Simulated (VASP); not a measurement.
Sc3Al5N8:

```
Al Sc N
1.0
     6.44900    0.00000    0.00000
    -3.22450    5.58500    0.00000
     0.00000    0.00000    4.94450
Al Sc N
5 3 8
Direct
  0.16667 0.33333 0.00000
  0.16667 0.83333 0.00000
  0.66667 0.33333 0.00000
  0.33333 0.66667 0.50000
  0.83333 0.66667 0.50000
  0.66667 0.83333 0.00000
  0.33333 0.16667 0.50000
  0.83333 0.16667 0.50000
  0.16667 0.33333 0.38200
  0.16667 0.83333 0.38200
  0.66667 0.33333 0.38200
  0.66667 0.83333 0.38200
  0.33333 0.16667 0.88200
  0.33333 0.66667 0.88200
  0.83333 0.16667 0.88200
  0.83333 0.66667 0.88200
```

The cell comes from a database or a generator and needn't be the stable form of this composition.

| Quantity | Value |
| --- | --- |
| Program | VASP 6.6.1 |
| Task | relaxation of cell and atoms |
| Functional | PBE |
| Potentials or basis | VASP PAW PBE potentials, release 64 (Al, Sc_sv, N) |
| Cutoff | 520 eV |
| k mesh | 4 × 4 × 5 |
| Occupations | gaussian, width 0.03 eV |
| Spin | no spin polarisation |

At the start: pressure 19.4 GPa; volume 11.13 Å³/atom.

Task: How do energy, volume and symmetry change on relaxing?

Result: Over 15 steps the energy falls by 179.6 meV/atom and the volume is 11.98 Å³/atom (+7.6 %); space group Cm (No. 8, to 0.05 Å).

Step by step:
| step | energy change (eV) | largest force (eV/Å) | pressure (GPa) | volume (Å³) |
| --- | --- | --- | --- | --- |
| 1 | 0.0000 | 4.4921 | 19.45 | 178.09 |
| 2 | -1.2962 | 1.1074 | -15.71 | 215.15 |
| 3 | -2.5739 | 0.8987 | -4.41 | 197.72 |
| 4 | -2.5755 | 0.9466 | -3.98 | 197.22 |
| 5 | -2.8455 | 0.2797 | 0.46 | 191.50 |
| 6 | -2.8460 | 0.3031 | 0.69 | 191.24 |
| 7 | -2.8637 | 0.1771 | -0.13 | 192.08 |
| 8 | -2.8641 | 0.1636 | -0.27 | 192.23 |
| 9 | -2.8690 | 0.0675 | -0.02 | 191.90 |
| 10 | -2.8699 | 0.0743 | 0.12 | 191.70 |
| 11 | -2.8723 | 0.0585 | -0.05 | 191.80 |
| 12 | -2.8724 | 0.0575 | -0.09 | 191.83 |
| 13 | -2.8731 | 0.0273 | 0.02 | 191.67 |
| 14 | -2.8731 | 0.0293 | 0.03 | 191.66 |
| 15 | -2.8733 | 0.0192 | -0.01 | 191.71 |

Final structure:
```
Al Sc N
1.0
     6.57766    0.00000    0.00000
    -3.28883    5.75074    0.01074
     0.00000    0.00967    5.06814
Al Sc N
5 3 8
Direct
  0.16824 0.34048 0.99951
  0.16133 0.82266 0.99779
  0.67224 0.34048 0.99951
  0.32713 0.66404 0.49847
  0.83691 0.66404 0.49847
  0.66233 0.82465 0.98739
  0.33331 0.16662 0.48357
  0.83803 0.17606 0.48831
  0.18117 0.35789 0.37239
  0.15630 0.81260 0.37525
  0.67672 0.35789 0.37239
  0.65812 0.81625 0.41158
  0.33208 0.16417 0.91137
  0.31085 0.65510 0.87449
  0.84099 0.18197 0.91103
  0.84425 0.65510 0.87449
```
